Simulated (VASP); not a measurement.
Data:

```
TiS
1.0
    3.43185     0.00000     0.00000
   -1.71592     2.97207     0.00000
    0.00000     0.00000     7.12809
Ti S
2 2
Direct
  0.33333   0.66667   0.02513
  0.66667   0.33333   0.52513
  0.33333   0.66667   0.34987
  0.66667   0.33333   0.84987
```

These are PBEsol GGA, VASP's PBE PAW potentials (set 64) (plane waves; VASP 6.6.1) values and carry that method's errors. Numerical set-up: 400 eV cut-off, 12×12×5 Γ-centred mesh, tetrahedra with Blöchl corrections, potentials Ti_sv S.

The cores are frozen, which limits the accuracy of field gradients.

Q: Give the principal components of the electric field gradient (V/Å²) and the asymmetry η at each nucleus.

A: 
```tsv
atom	Vxx	Vyy	Vzz	η
Ti1	9.5	9.5	-19.0	0.00
Ti2	9.5	9.5	-19.0	0.00
S3	6.6	6.6	-13.3	0.00
S4	6.6	6.6	-13.3	0.00
```

The structure was generated: TiS was put into the wurtzite type (P6_3mc), which need not be its known phase. It was relaxed first, which changed the volume by -37 %.
